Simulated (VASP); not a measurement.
Given:

```
Cd3ZnSe4
1.0
    5.96310     0.00000     0.00000
    0.00000     5.96310     0.00000
    0.00000     0.00000     5.96310
Zn Se Cd
1 4 3
Direct
  0.00000   0.00000   0.00000
  0.23766   0.23766   0.23766
  0.76234   0.76234   0.23766
  0.76234   0.23766   0.76234
  0.23766   0.76234   0.76234
  0.50000   0.50000   0.00000
  0.50000   0.00000   0.50000
  0.00000   0.50000   0.50000
```

Method: PBEsol GGA, VASP's PBE PAW potentials (set 64) (plane waves; VASP 6.6.1). Settings: 400 eV cut-off, 4×4×4 Γ-centred mesh, tetrahedra with Blöchl corrections, potentials Zn Se Cd.

The cores are frozen, which limits the accuracy of field gradients.

### Question
Give the principal components of the electric field gradient (V/Å²) and the asymmetry η at each nucleus.

### Answer

```tsv
atom	Vxx	Vyy	Vzz	η
Zn1	0.0	0.0	0.0	-
Se2	-13.6	-13.6	27.2	0.00
Se3	-13.6	-13.6	27.2	0.00
Se4	-13.6	-13.6	27.2	0.00
Se5	-13.6	-13.6	27.2	0.00
Cd6	-14.0	-14.0	28.0	0.00
Cd7	-14.0	-14.0	28.0	0.00
Cd8	-14.0	-14.0	28.0	0.00
```

The structure was generated: Cd3ZnSe4 was put into an ordered model structure (P-43m), which need not be its known phase. It was relaxed first.
